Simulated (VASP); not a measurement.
Calculation: LDA (Ceperley-Alder, Perdew-Zunger), VASP's LDA PAW potentials (set 64) (plane waves; VASP 6.6.1).

Input for VASP

### KPOINTS
```
kpoints
0
Gamma
11 11 6
```

### INCAR
```
ALGO  =  Normal
EDIFF  =  1E-6
ENCUT  =  300
ISIF  =  2
ISMEAR  =  -1
LASPH  =  .TRUE.
LCHARG  =  .FALSE.
LMAXMIX  =  4
LREAL  =  .FALSE.
LWAVE  =  .FALSE.
NELM  =  100
PREC  =  Accurate
SIGMA  =  0.1
SYSTEM  =  Sc
```

### POSCAR
```
Sc
1
    1.6550000000    -2.8665440000     0.0000000000
    1.6550000000     2.8665440000     0.0000000000
    0.0000000000     0.0000000000     5.2700000000
Sc
2
Direct
  0.3333330000   0.6666670000   0.2500000000
  0.6666670000   0.3333330000   0.7500000000
```

POTCAR, in this order: Sc_sv (LDA.64 set). Program: vasp_std.

Output

### OSZICAR
```
       N       E                     dE             d eps       ncg     rms          rms(c)
DAV:   1     0.292046615770E+03    0.29205E+03   -0.88811E+03  2024   0.106E+03
DAV:   2    -0.543292962307E+00   -0.29259E+03   -0.28873E+03  2693   0.682E+02
DAV:   3    -0.146743617058E+02   -0.14131E+02   -0.13607E+02  3225   0.155E+02
DAV:   4    -0.148921212636E+02   -0.21776E+00   -0.21476E+00  2976   0.158E+01
DAV:   5    -0.148967607139E+02   -0.46395E-02   -0.46282E-02  3272   0.213E+00    0.740E+00
DAV:   6    -0.136076293888E+02    0.12891E+01   -0.30400E+00  2424   0.227E+01    0.213E+00
DAV:   7    -0.134418750664E+02    0.16575E+00   -0.66534E-01  2550   0.936E+00    0.824E-01
DAV:   8    -0.134272907025E+02    0.14584E-01   -0.33926E-02  2508   0.289E+00    0.244E-01
DAV:   9    -0.134258112749E+02    0.14794E-02   -0.87054E-03  2677   0.113E+00    0.220E-02
DAV:  10    -0.134258389959E+02   -0.27721E-04   -0.10498E-04  3090   0.164E-01    0.639E-03
DAV:  11    -0.134258411764E+02   -0.21806E-05   -0.28191E-06  2132   0.203E-02    0.173E-03
DAV:  12    -0.134258410774E+02    0.98986E-07   -0.52961E-07  1765   0.130E-02
   1 F= -.13425841E+02 E0= -.13360662E+02  d E =-.130359E+00
```

**OUTCAR**
```
------------------------ aborting loop because EDIFF is reached ----------------------------------------
  FORCE on cell =-STRESS in cart. coord.  units (eV):
  Direction    XX          YY          ZZ          XY          YZ          ZX
  --------------------------------------------------------------------------------------
  Total       -1.5820194     -1.5820193     -2.0389889     -0.0000000     -0.0000000      0.0000000
  in kB      -50.6903348    -50.6903317    -65.3323421     -0.0000000     -0.0000000      0.0000000
  external PRESSURE =     -55.5710029 kB  Pullay stress =       0.0000000 kB
  volume of cell :       50.00
      direct lattice vectors                 reciprocal lattice vectors
     1.655000000 -2.866544000  0.000000000     0.302114804 -0.174426068  0.000000000
     1.655000000  2.866544000  0.000000000     0.302114804  0.174426068  0.000000000
     0.000000000  0.000000000  5.270000000     0.000000000  0.000000000  0.189753321
 POSITION                                       TOTAL-FORCE (eV/Angst)
 -----------------------------------------------------------------------------------
      1.65500      0.95552      1.31750        -0.000000     -0.000000      0.000000
      1.65500     -0.95552      3.95250         0.000000      0.000000      0.000000
 -----------------------------------------------------------------------------------
    total drift:                                0.000000      0.000694     -0.000015
  FREE ENERGIE OF THE ION-ELECTRON SYSTEM (eV)
  ---------------------------------------------------
  free  energy   TOTEN  =       -13.4258410774 eV

  energy  without entropy=      -13.2954821541  energy(sigma->0) =      -13.36066162
```
(Selected blocks of OUTCAR.)

At this cut-off the stress carries a Pulay error, which pulls relaxed volumes low.

The structure is a typed Sc crystal (P6_3/mmc). The cell was not relaxed at this level. The run is one of a series of settings (GGA removed, POTCAR Sc_sv (LDA.64 set) against the base run), some of them coarse on purpose.
